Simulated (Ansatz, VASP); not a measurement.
# Al2O3 (Corundum): VASP beside Ansatz

One calculation is typed for both programs; each brings its own data sets. How far apart do they land? The cell is taken from a series of runs on this material, whose earlier steps may have relaxed, scaled, displaced or heated it; both programs get it as it stands.

Main program and level: Ansatz 0.2.0; plane waves, with VASP 6.6.1 beside it; single point at HSE06.

## 1. Set-up

It takes space group R-3c (No. 167, trigonal). The conventional cell has a = 4.696 Å, b = 4.696 Å, c = 12.820 Å, α = 90.00°, β = 90.00°, γ = 120.00°. Al has 6 O at 1.83 to 1.94 Å nearest. O has 4 Al at 1.83 to 1.94 Å nearest. Farther neighbours and most contacts between anions are not listed.

Coordinates:

```
Al O
1.0
     2.34808    1.35566    4.27332
    -2.34808    1.35566    4.27332
     0.00000   -2.71133    4.27332
Al O
4 6
Direct
  0.35178 0.35178 0.35178
  0.14822 0.14822 0.14822
  0.64822 0.64822 0.64822
  0.85178 0.85178 0.85178
  0.55682 0.94318 0.25000
  0.25000 0.55682 0.94318
  0.94318 0.25000 0.55682
  0.44318 0.05682 0.75000
  0.75000 0.44318 0.05682
  0.05682 0.75000 0.44318
```

## 2. VASP: single point, HSE06

With cell and atoms fixed, the geometry can't cause a difference; cores, projectors, grids and the points listed under the comparison can.

Lines of VASP's logs that name or quote its potential files are left out, and so is its time.

The run reads the wave functions of an earlier VASP run, which isn't shown here.

The input, INCAR:

```
SYSTEM = Al2O3
PREC = Accurate
ENCUT = 520
EDIFF = 1E-06
NELM = 100
ISMEAR = 0
SIGMA = 0.01
LREAL = .FALSE.
ALGO = Normal
LHFCALC = .TRUE.
AEXX = 0.25
GGA = PE
HFSCREEN = 0.208
LASPH = .TRUE.
NBANDS = 34
PRECFOCK = Fast
LORBIT = 11
LWAVE = .FALSE.
LCHARG = .FALSE.
ISIF = 2
```

The input, POSCAR:

```
Al2O3
1.0
    2.3480805160      1.3556649179      4.2733207511
   -2.3480805160      1.3556649179      4.2733207511
    0.0000000000     -2.7113298360      4.2733207511
Al O
4 6
Direct
    0.3517843145      0.3517843145      0.3517843145
    0.1482156855      0.1482156855      0.1482156855
    0.6482156855      0.6482156855      0.6482156855
    0.8517843145      0.8517843145      0.8517843145
    0.5568152714      0.9431847286      0.2500000000
    0.2500000000      0.5568152714      0.9431847286
    0.9431847286      0.2500000000      0.5568152714
    0.4431847286      0.0568152714      0.7500000000
    0.7500000000      0.4431847286      0.0568152714
    0.0568152714      0.7500000000      0.4431847286
```

The input, KPOINTS:

```
Automatic mesh
0
Gamma
3 3 3
0 0 0
```

The projector-augmented-wave data sets are Al and O (PBE family, release 64).

Command:

```bash
> export OMP_NUM_THREADS=3
> mpirun -np 1 vasp_std
```

Numbers of over 12 decimals in the logs are rounded to 6 here.

The program printed:

```text
[banner, memory and clock lines left out]
running    1 mpi-ranks, on    1 nodes
 distrk:  each k-point on    1 cores,    1 groups
 distr:  one band on    1 cores,    1 groups
 Offloading initialized ...    1 GPUs detected
 POSCAR found type information on POSCAR AlO
 POSCAR found :  2 types and      10 ions
 LDA part: xc-table for (Slater+PW92), standard interpolation
 found WAVECAR, reading the header
 POSCAR, INCAR and KPOINTS ok, starting setup
 FFT: planning ... GRIDC
 FFT: planning ... GRID_SOFT
 FFT: planning ... GRID
 reading WAVECAR
 the WAVECAR file was read successfully
 initial charge from wavefunction
 entering main loop
       N       E                     dE             d eps       ncg     rms          rms(c)
DAV:   1    -0.901510972626E+02   -0.90151E+02   -0.20773E+00   516   0.794E+00    0.143E+01
DAV:   2    -0.901668761517E+02   -0.15779E-01   -0.63991E-02   516   0.143E+00    0.107E+01
DAV:   3    -0.901635653776E+02    0.33108E-02   -0.24778E-03   526   0.276E-01    0.683E+00
DAV:   4    -0.901625122869E+02    0.10531E-02   -0.57288E-04   518   0.127E-01    0.407E+00
DAV:   5    -0.901621663445E+02    0.34594E-03   -0.10506E-04   512   0.656E-02    0.239E+00
DAV:   6    -0.901620495060E+02    0.11684E-03   -0.37764E-05   504   0.446E-02    0.139E+00
DAV:   7    -0.901620103606E+02    0.39145E-04   -0.13312E-05   496   0.259E-02    0.801E-01
DAV:   8    -0.901619987524E+02    0.11608E-04   -0.41322E-06   494   0.141E-02    0.464E-01
DAV:   9    -0.901619948275E+02    0.39249E-05   -0.14231E-06   346   0.834E-03    0.272E-01
DAV:  10    -0.901619940545E+02    0.77307E-06   -0.70661E-07   276   0.626E-03
   1 F= -.90161994E+02 E0= -.90161994E+02  d E =-.758255E-31
```

Parts of OUTCAR (step 2):

```text
ion  position               nearest neighbor table
   1  0.352  0.352  0.352-   9 1.83   8 1.83  10 1.83   7 1.94   6 1.94   5 1.94   2 2.61   3 2.75
                             3 2.75   3 2.75   2 3.18   2 3.18   2 3.18
   2  0.148  0.148  0.148-  10 1.83   8 1.83   9 1.83   6 1.94   7 1.94   5 1.94   1 2.61   4 2.75
                             4 2.75   4 2.75   1 3.18   1 3.18   1 3.18
   3  0.648  0.648  0.648-   6 1.83   5 1.83   7 1.83  10 1.94   9 1.94   8 1.94   4 2.61   1 2.75
                             1 2.75   1 2.75   4 3.18   4 3.18   4 3.18
   4  0.852  0.852  0.852-   7 1.83   5 1.83   6 1.83   9 1.94  10 1.94   8 1.94   3 2.61   2 2.75
                             2 2.75   2 2.75   3 3.18   3 3.18   3 3.18
   5  0.557  0.943  0.250-   3 1.83   4 1.83   1 1.94   2 1.94
   6  0.250  0.557  0.943-   3 1.83   4 1.83   2 1.94   1 1.94
   7  0.943  0.250  0.557-   4 1.83   3 1.83   1 1.94   2 1.94
   8  0.443  0.057  0.750-   1 1.83   2 1.83   3 1.94   4 1.94
   9  0.750  0.443  0.057-   1 1.83   2 1.83   4 1.94   3 1.94
  10  0.057  0.750  0.443-   2 1.83   1 1.83   3 1.94   4 1.94

  LATTYP: Found a trigonal (rhomboedric) cell.
 ALAT       =     5.0608872464
 COS(alpha) =     0.5694707703

 Subroutine GETGRP returns: Found 12 space group operations
 (whereof  6 operations were pure point group operations)

The static configuration has the point symmetry S_6 .
 The point group associated with its full space group is D_3d.

 Found      6 irreducible k-points:

   k-points           NKPTS =      6   k-points in BZ     NKDIM =     27   number of bands    NBANDS=     34

   dimension x,y,z NGX =    40 NGY =   40 NGZ =   40
   dimension x,y,z NGXF=    80 NGYF=   80 NGZF=   80

   ENCUT  =  520.0 eV  38.22 Ry    6.18 a.u.   9.41  9.41  9.41*2*pi/ulx,y,z

   NELECT =      48.0000    total number of electrons

 k-points in reciprocal lattice and weights: Automatic mesh
   0.00000000  0.00000000  0.00000000       0.037
   0.33333333  0.00000000  0.00000000       0.222
   0.33333333  0.33333333  0.00000000       0.222
  -0.33333333  0.33333333  0.00000000       0.222
   0.33333333  0.33333333  0.33333333       0.074
  -0.33333333  0.33333333  0.33333333       0.222

  exchange ACFDT corr.  =         0.00000000  see jH, gK, PRB 81, 115126

 average (electrostatic) potential at core
       1 -66.9620       2 -66.9620       3 -66.9620       4 -66.9620       5 -60.4712
       6 -60.4712       7 -60.4712       8 -60.4712       9 -60.4712      10 -60.4712

 E-fermi :   5.3955

 k-point     1 :       0.0000    0.0000    0.0000
  band No.  band energies     occupation
    ...
     20       4.6820      2.00000
     21       4.6820      2.00000
     22       5.2503      2.00000
     23       5.2503      2.00000
     24       5.3160      2.00000
     25      13.9478      0.00000
     26      16.6864      0.00000
     27      18.7008      0.00000
     28      19.2605      0.00000
     29      19.2605      0.00000
    ...

 k-point     2 :       0.3333    0.0000    0.0000
  band No.  band energies     occupation
    ...
     20       3.8147      2.00000
     21       4.3217      2.00000
     22       4.6453      2.00000
     23       5.0126      2.00000
     24       5.0765      2.00000
     25      15.9641      0.00000
     26      17.5300      0.00000
     27      17.8219      0.00000
     28      18.4074      0.00000
     29      18.5565      0.00000
    ...

 k-point     3 :       0.3333    0.3333    0.0000
  band No.  band energies     occupation
    ...
     20       3.7990      2.00000
     21       4.1523      2.00000
     22       4.4895      2.00000
     23       4.8687      2.00000
     24       4.9143      2.00000
     25      16.3403      0.00000
     26      17.7044      0.00000
     27      17.8230      0.00000
     28      18.6841      0.00000
     29      18.7091      0.00000
    ...

  Total        5.3070929      5.3070929      5.0990129     -0.0000000     -0.0000000      0.0000000
  in kB      104.1802009    104.1802009    100.0955134     -0.0000000     -0.0000000      0.0000000
  external PRESSURE =     102.8186384 kB  Pullay stress =       0.0000000 kB

  energy-cutoff  :      520.00
  volume of cell :       81.62
      direct lattice vectors                 reciprocal lattice vectors
     2.348080516  1.355664918  4.273320751     0.212939887  0.122940901  0.078003350
    -2.348080516  1.355664918  4.273320751    -0.212939887  0.122940901  0.078003350
     0.000000000 -2.711329836  4.273320751     0.000000000 -0.245881802  0.078003350

 POSITION                                       TOTAL-FORCE (eV/Angst)
 -----------------------------------------------------------------------------------
      0.00000     -0.00000      4.50986         0.000000     -0.000000      0.001669
      0.00000     -0.00000      1.90012         0.000000      0.000000     -0.001669
      0.00000     -0.00000      8.31010         0.000000      0.000000     -0.001669
      0.00000     -0.00000     10.91984         0.000000     -0.000000      0.001669
     -0.90723      1.35566      7.47831        -0.023469      0.000000      0.000000
     -0.72043     -1.46351      7.47831         0.011735     -0.020325     -0.000000
      1.62765      0.10785      7.47831         0.011735      0.020325      0.000000
      0.90723     -1.35566      5.34165         0.023469      0.000000      0.000000
      0.72043      1.46351      5.34165        -0.011735      0.020325     -0.000000
     -1.62765     -0.10785      5.34165        -0.011735     -0.020325      0.000000
 -----------------------------------------------------------------------------------
    total drift:                               -0.000000     -0.000000     -0.000000

  FREE ENERGIE OF THE ION-ELECTRON SYSTEM (eV)
  ---------------------------------------------------
  free  energy   TOTEN  =       -90.1619940545 eV

  energy  without entropy=      -90.1619940545  energy(sigma->0) =      -90.16199405

 total charge
# of ion       s       p       d       tot
------------------------------------------
    1        0.358   0.434   0.000   0.792
    2        0.358   0.434   0.000   0.792
    3        0.358   0.434   0.000   0.792
    4        0.358   0.434   0.000   0.792
    5        1.555   3.699   0.000   5.254
    6        1.555   3.699   0.000   5.254
    7        1.555   3.699   0.000   5.254
    8        1.555   3.699   0.000   5.254
    9        1.555   3.699   0.000   5.254
   10        1.555   3.699   0.000   5.254
--------------------------------------------------
tot         10.759  23.933   0.000  34.692

[... 3 further parts left out ...]
```

The run ends at a pressure of 10.28 GPa, with forces up to 0.023 eV/Å.

(Part 1 of 2 ends here.)

[Lines on the potential files, build, host, timing and source positions are cut from VASP's logs without a mark.]

[Logs are printed without paths, hosts, clocks, repeated set-up lines and the standing remarks that a program may print on its own settings, such as how far it seeks lower states.]

[Hosts, paths, dates, database ids (printed as entryN), source tags and the programs' standing remarks are cut or masked in the printed files.]
